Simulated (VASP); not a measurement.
Level of theory: PBE GGA, VASP's PBE PAW potentials (set 64) (plane waves; VASP).

A VASP calculation is set up with these files.

File KPOINTS:
```
kpoints
0
Gamma
  10 10 6
```

INCAR:
```
# general
SYSTEM  = Tb
PREC    = Accurate
ENCUT   = 400
LREAL   = Auto
LASPH   = .TRUE.

# electronic loop
EDIFF   = 1E-6
NELM    = 100
ALGO    = Normal
LMAXMIX = 6

# smearing
ISMEAR  = 1
SIGMA   = 0.1

# functional
GGA     = PE

# ions
ISIF    = 2

# output
LWAVE   = .FALSE.
LCHARG  = .FALSE.
```

File POSCAR:
```
Tb
1
    1.8360000000    -3.1800450000     0.0000000000
    1.8360000000     3.1800450000     0.0000000000
    0.0000000000     0.0000000000     5.8038000000
Tb
2
Direct
  0.3333330000   0.6666670000   0.2500000000
  0.6666670000   0.3333330000   0.7500000000
```

POTCAR, in this order: Tb_3 (PBE.64 set). Program: vasp_std.

The 4f electrons are frozen in the core of the lanthanide potential, so 4f levels, which can set the real gap, and their magnetism are missing.

Question: Predict the energy per atom (σ→0), pressure, band gap (on the k-mesh).

Answer: 
energy per atom (σ→0): -4.551 eV/atom
band gap (on the k-mesh): none (metal, semimetal or under 0.01 eV)
pressure: -16.4 kbar

OSZICAR:
```
...
DAV:   6    -0.909430296846E+01    0.27092E-02   -0.24685E-02  1746   0.130E+00    0.136E+01
DAV:   7    -0.910115887392E+01   -0.68559E-02   -0.45222E-02  1734   0.176E+00    0.215E-01
DAV:   8    -0.910080034069E+01    0.35853E-03   -0.24550E-03  1656   0.396E-01    0.580E-02
DAV:   9    -0.910081261451E+01   -0.12274E-04   -0.21757E-04  1841   0.116E-01    0.331E-02
DAV:  10    -0.910080622993E+01    0.63846E-05   -0.34111E-05  1706   0.425E-02    0.415E-02
DAV:  11    -0.910080750135E+01   -0.12714E-05   -0.49839E-06  1651   0.166E-02    0.115E-03
DAV:  12    -0.910080775703E+01   -0.25568E-06   -0.31460E-07   903   0.500E-03
   1 F= -.91008078E+01 E0= -.91012815E+01  d E =0.142113E-02
```

The compound is Tb in the hcp structure. The cell was not relaxed at this level. The run is one of a series of settings (LREAL = Auto against the base run), some of them coarse on purpose.
